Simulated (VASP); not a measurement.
An input for Ansatz (written as the equivalent of a VASP run, and not itself run):

Ansatz 0.2 input:
```yaml
crystal:
  lattice:
    - [0.0000000, 2.1250549, 2.1250549]
    - [2.1250549, 0.0000000, 2.1250549]
    - [2.1250549, 2.1250549, 0.0000000]
  atoms:
    - { symbol: Be, position: [0.2500000, 0.2500000, 0.2500000] }
    - { symbol: Be, position: [0.7500000, 0.7500000, 0.7500000] }
    - { symbol: C, position: [0.0000000, 0.0000000, 0.0000000] }
kpoints:
  mp_grid: { grid: [9, 9, 9] }
hamiltonian:
  xc: pbesol
  pseudopotentials: { kind: paw }
scf:
  occupations: { method: gaussian, width: 0.05 }
  max_iter: 100
relax:
  max_steps: 40
  f_tol: 0.02
  cell: { p_target: 20 }
output: { forces: true, stress: true, eigenvalues: true }
```

**Question.** Write the VASP files for the same calculation (PBEsol).

**Answer.** This is not unique; one that fits is 
**POSCAR**
```
Be2C
1
    0.0000000000     2.1250549071     2.1250549071
    2.1250549071     0.0000000000     2.1250549071
    2.1250549071     2.1250549071     0.0000000000
Be C
2 1
Direct
  0.2500000000   0.2500000000   0.2500000000
  0.7500000000   0.7500000000   0.7500000000
  0.0000000000   0.0000000000   0.0000000000
```

File KPOINTS:
```
Automatic mesh
0
Gamma
9 9 9
0 0 0
```

**INCAR**
```
ALGO = Normal
EDIFF = 1E-6
EDIFFG = -0.02
ENCUT = 620
GGA = PS
IBRION = 2
ISIF = 3
ISMEAR = 0
LASPH = T
LCHARG = F
LREAL = F
LWAVE = F
NELM = 100
NSW = 40
PREC = Accurate
PSTRESS = 200
SIGMA = 0.05
SYSTEM = Be2C
```

POTCAR, in this order: Be C (PBE.64 set). Program: vasp_std.

What does not carry over: each code has its own PAW files, so the cut-off isn't converted (ENCUT is set for VASP's; basis.ecutwfc is left out, and Ansatz then takes the one that its files recommend); Ansatz stops its SCF on the density residual and VASP on the energy change (EDIFF).

The compound is Be2C in the antifluorite structure. This run relaxes it under an external pressure of 20 GPa. Symmetry was kept, so distortions that lower it aren't found.
